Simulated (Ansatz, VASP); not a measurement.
## ReS in VASP and in Ansatz

```
Re S
1.0
     0.00000    2.60864    2.60864
     2.60864    0.00000    2.60864
     2.60864    2.60864    0.00000
Re S
1 1
Direct
  0.00000 0.00000 0.00000
  0.25000 0.25000 0.25000
```

Alike in both runs: task single point; functional PBEsol; k mesh 10 × 10 × 10; occupations gaussian, width 0.05 eV; collinear spin.

|  | VASP | Ansatz |
| --- | --- | --- |
| version | VASP 6.6.1 | Ansatz 0.2.0 |
| potentials or method | VASP PAW PBE potentials, release 64 (Re, S) | scalar-relativistic, plane waves, PAW |
| plane-wave cutoff (eV) | 520 | 420 |
| valence electrons in the cell | 13 | 21 |

Ansatz gave:

| Property | Result |
| --- | --- |
| gap on the k mesh at the Fermi level (eV) | none |
| pressure (GPa) | -3.7 |
| net moment per atom (μB) | 0.05 |
| size of the moment on the site where the two differ most (μB) | 0.05 |

Task: Estimate VASP's values.

Result: gap on the k mesh at the Fermi level (eV): none; pressure (GPa): -1.9; net moment per atom (μB): 0.02; size of the moment on the site where the two differ most (μB): 0.04.

Site moments also hang on the region over which each program counts them. A gap of «none» marks a metal or a gap that the smearing closes. The functional is the same, so the differences come from potentials, cutoffs and numerics. The two sets of potentials don't hold the same shells in valence.

Caveats: the PAW data sets were made with another functional, which shifts forces and pressure a little (VASP). Spin-orbit coupling is left out, which matters for the levels of Re.
